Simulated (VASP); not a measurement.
Data:

```
CELL_PARAMETERS angstrom
      3.87655     0.00000     0.00000
      0.00000     3.87655     0.00000
      0.00000     0.00000     3.87655
ATOMIC_POSITIONS crystal
  Ti 0.00000 0.00000 0.00000
  Pt 0.00000 0.50000 0.50000
  Pt 0.50000 0.00000 0.50000
  Pt 0.50000 0.50000 0.00000
```

Calculation: LDA (Ceperley-Alder, Perdew-Zunger), VASP's LDA PAW potentials (set 64) (plane waves; VASP). Settings: 520 eV cut-off, Gaussian smearing of 0.050 eV, potentials Ti_sv Pt.

### Question
Give the energies of bands 11 to 24 at the high-symmetry points, in eV from the Fermi level.

### Answer

```json
[
 {"band": "11", "Γ": "-6.96", "X": "-5.23", "M": "-4.97", "R": "-4.65"},
 {"band": "12", "Γ": "-3.75", "X": "-4.84", "M": "-4.97", "R": "-3.77"},
 {"band": "13", "Γ": "-3.75", "X": "-4.54", "M": "-4.53", "R": "-3.77"},
 {"band": "14", "Γ": "-3.75", "X": "-4.54", "M": "-4.53", "R": "-3.77"},
 {"band": "15", "Γ": "-1.74", "X": "-3.69", "M": "-4.27", "R": "-3.16"},
 {"band": "16", "Γ": "-1.74", "X": "-3.23", "M": "-3.31", "R": "-3.16"},
 {"band": "17", "Γ": "-0.54", "X": "-2.77", "M": "-3.22", "R": "-1.05"},
 {"band": "18", "Γ": "0.04", "X": "-2.77", "M": "-3.22", "R": "-0.71"},
 {"band": "19", "Γ": "0.04", "X": "-2.70", "M": "-2.57", "R": "-0.71"},
 {"band": "20", "Γ": "0.04", "X": "-1.41", "M": "-2.38", "R": "-0.71"},
 {"band": "21", "Γ": "1.38", "X": "-0.27", "M": "-2.36", "R": "-0.47"},
 {"band": "22", "Γ": "1.38", "X": "-0.27", "M": "0.16", "R": "-0.47"},
 {"band": "23", "Γ": "1.57", "X": "0.04", "M": "0.16", "R": "-0.47"},
 {"band": "24", "Γ": "1.57", "X": "0.39", "M": "0.28", "R": "1.21"}
]
```

It has no gap at this level: it comes out as a metal or semimetal.

The compound is Pt3Ti in the L1_2 structure. It was relaxed first.
